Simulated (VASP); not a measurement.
VASP input:

**INCAR**
```
SYSTEM = Ta
PREC = Accurate
ENCUT = 520
EDIFF = 1E-7
NELM = 100
ALGO = Normal
LREAL = .FALSE.
LASPH = .TRUE.
ISMEAR = 1
SIGMA = 0.1
GGA = BO
PARAM1 = 0.1833333333
PARAM2 = 0.22
LUSE_VDW = .TRUE.
AGGAC = 0.0
LMAXMIX = 6
LWAVE = .FALSE.
LCHARG = .FALSE.
ISIF = 2
```

POSCAR:
```
Ta
1
   -1.6233412016     1.6233412016     1.6233412016
    1.6233412016    -1.6233412016     1.6233412016
    1.6233412016     1.6233412016    -1.6233412016
Ta
1
Direct
  0.0000000000   0.0000000000   0.0000000000
```

**KPOINTS**
```
Regular mesh
0
Gamma
15 15 15
```

POTCAR, in this order: Ta_pv (PBE.64 set). Program: vasp_std.

Task: Write an equivalent input for Quantum ESPRESSO's pw.x.

Result: One equivalent input (not run):
```
&CONTROL
  calculation = 'scf'
  pseudo_dir = './pseudo'
  outdir = './out'
  tprnfor = .true.
  tstress = .true.
/
&SYSTEM
  ibrav = 0
  nat = 1
  ntyp = 1
  ecutwfc = 58
  occupations = 'smearing'
  smearing = 'methfessel-paxton'
  degauss = 0.00735
  input_dft = 'vdw-df-obk8'
/
&ELECTRONS
  conv_thr = 7.3e-09
  electron_maxstep = 100
/
ATOMIC_SPECIES
  Ta 180.948 Ta.upf
CELL_PARAMETERS angstrom
    -1.6233412    1.6233412    1.6233412
     1.6233412   -1.6233412    1.6233412
     1.6233412    1.6233412   -1.6233412
ATOMIC_POSITIONS crystal
  Ta   0.0000000  0.0000000  0.0000000
K_POINTS automatic
  15 15 15 0 0 0
```
The two are equivalent in intent, not identical: the potentials are each code's own (VASP's PAW set, PseudoDojo norm-conserving files in pw.x), so ENCUT and ecutwfc are chosen apart and not converted; conv_thr bounds pw.x's estimated SCF error, while EDIFF bounds the energy change between steps.

The compound is Ta in the bcc structure. This cell is one point of a volume scan, at 0.94 of the reference volume.
